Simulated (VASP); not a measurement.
Data:

```
CELL_PARAMETERS angstrom
      1.45826    -2.07774     0.00000
      1.45826     2.07774     0.00000
      0.00000     0.00000     8.08759
ATOMIC_POSITIONS crystal
  Cr 0.50000 0.50000 0.73447
  Cr 0.50000 0.50000 0.26553
  Cr 0.00000 0.00000 0.50000
  Mo 0.00000 0.00000 0.00000
```

Computed with PBEsol GGA, VASP's PBE PAW potentials (set 64) (plane waves; VASP). Run with 400 eV cut-off, Gaussian smearing of 0.050 eV, potentials Cr_pv Mo_sv.

Q: Give the energies of bands 16 to 29 at the high-symmetry points, in eV from the Fermi level.

A: 
```json
[
 {"band": "16", "Γ": "-5.33", "Y": "-4.42", "C0": "-3.66", "Z": "-5.16", "A0": "-3.63", "T": "-4.07", "S": "-4.03", "R": "-4.11"},
 {"band": "17", "Γ": "-4.83", "Y": "-3.91", "C0": "-3.11", "Z": "-4.46", "A0": "-3.40", "T": "-3.96", "S": "-3.24", "R": "-3.98"},
 {"band": "18", "Γ": "-3.21", "Y": "-3.36", "C0": "-3.10", "Z": "-3.18", "A0": "-3.35", "T": "-3.90", "S": "-3.07", "R": "-3.13"},
 {"band": "19", "Γ": "-2.19", "Y": "-3.29", "C0": "-2.99", "Z": "-2.35", "A0": "-3.33", "T": "-3.90", "S": "-2.87", "R": "-2.59"},
 {"band": "20", "Γ": "-1.79", "Y": "-2.86", "C0": "-2.64", "Z": "-1.45", "A0": "-2.57", "T": "-2.32", "S": "-2.28", "R": "-2.24"},
 {"band": "21", "Γ": "-1.64", "Y": "-2.70", "C0": "-2.56", "Z": "-1.39", "A0": "-2.47", "T": "-2.20", "S": "-2.15", "R": "-2.21"},
 {"band": "22", "Γ": "-1.29", "Y": "-0.61", "C0": "-2.34", "Z": "-1.01", "A0": "-2.02", "T": "-1.52", "S": "-1.90", "R": "-0.85"},
 {"band": "23", "Γ": "-1.11", "Y": "-0.59", "C0": "-2.16", "Z": "-0.88", "A0": "-1.39", "T": "-0.76", "S": "-1.53", "R": "-0.67"},
 {"band": "24", "Γ": "-0.79", "Y": "0.15", "C0": "-0.90", "Z": "-0.86", "A0": "-0.53", "T": "0.54", "S": "0.67", "R": "-0.53"},
 {"band": "25", "Γ": "-0.76", "Y": "0.59", "C0": "1.13", "Z": "-0.35", "A0": "-0.27", "T": "0.80", "S": "0.83", "R": "0.06"},
 {"band": "26", "Γ": "0.52", "Y": "1.01", "C0": "1.30", "Z": "-0.27", "A0": "1.10", "T": "1.51", "S": "0.96", "R": "0.81"},
 {"band": "27", "Γ": "0.58", "Y": "1.33", "C0": "1.44", "Z": "0.34", "A0": "1.18", "T": "1.62", "S": "1.01", "R": "0.84"},
 {"band": "28", "Γ": "0.81", "Y": "1.69", "C0": "1.44", "Z": "0.72", "A0": "1.32", "T": "1.64", "S": "1.29", "R": "0.89"},
 {"band": "29", "Γ": "0.94", "Y": "2.07", "C0": "1.52", "Z": "0.85", "A0": "1.54", "T": "2.07", "S": "1.37", "R": "1.31"}
]
```

It has no gap at this level: it comes out as a metal or semimetal.

The structure comes from a computed database's Cr3Mo entry (Cmmm); how it stands against other phases isn't given here. It was relaxed first. The run is not spin-polarised, so no magnetic state was tried. VASP warned that the highest band is occupied, so more bands are needed.
